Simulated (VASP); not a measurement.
Input:

```
AgCu4Sm
1.0
    0.00000     3.54072     3.54072
    3.54072     0.00000     3.54072
    3.54072     3.54072     0.00000
Sm Cu Ag
1 4 1
Cartesian
  0.00000   3.54072   3.54072
  2.66480   2.66480   2.66480
  2.66480   4.41665   4.41665
  4.41665   4.41665   2.66480
  4.41665   2.66480   4.41665
  5.31109   5.31109   5.31109
```

Method: PBEsol GGA, VASP's PBE PAW potentials (set 64) (plane waves; VASP). Run with 400 eV cut-off, Gaussian smearing of 0.050 eV, potentials Sm_3 Cu Ag.

The 4f electrons are frozen in the core of the lanthanide potential, so 4f levels, which can set the real gap, and their magnetism are missing.

Question: What does the run give for the band gap (along the path) with the smallest direct gap where there is one?

Answer: 
The band gap (along the path) comes out as none (metal, semimetal or under 0.01 eV).

The absolute energy has meaning only against runs of the same code, potentials and settings.

The structure comes from a computed database's SmCu4Ag entry (F-43m); how it stands against other phases isn't given here. It was relaxed first.
